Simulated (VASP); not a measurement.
KTaO$_{3}$ (cubic perovskite): the bulk modulus from VASP (plane waves, PAW) at several levels of theory. Static lattice, third-order Birch-Murnaghan fit over five volumes. The measured value holds thermal and zero-point effects that the static calculation lacks.

```tsv
level	bulk modulus (GPa)	error against measurement
LDA	217	-1.2 %
PBE	188	-14.5 %
PBEsol	203	-7.8 %
SCAN	213	-3.0 %
r2SCAN	209	-5.0 %
```

Measured: 220 GPa (as given by S. Tinte et al., Physical review. B, Condensed matter (1998), arXiv:cond-mat/9809379).

The cell of the LDA run:

Space group Pm-3m (No. 221); a = 3.9613 Å, b = 3.9613 Å, c = 3.9613 Å, α = 90.00°, β = 90.00°, γ = 90.00°

| atom | site | symmetry | x | y | z |
|---|---|---|---|---|---|
| K | 1a | m-3m | 0.0000 | 0.0000 | 0.0000 |
| Ta | 1b | m-3m | 0.5000 | 0.5000 | 0.5000 |
| O | 3c | 4/mm.m | 0.0000 | 0.5000 | 0.5000 |

Only levels that ran to the end are used. Left out are those held back, those with too coarse a band path, GW runs whose mesh misses a band edge, hybrids' fits of cells that aren't cubic and levels without matching references; a question may draw on a part of the rest.

The compound is KTaO3 in the cubic perovskite structure.
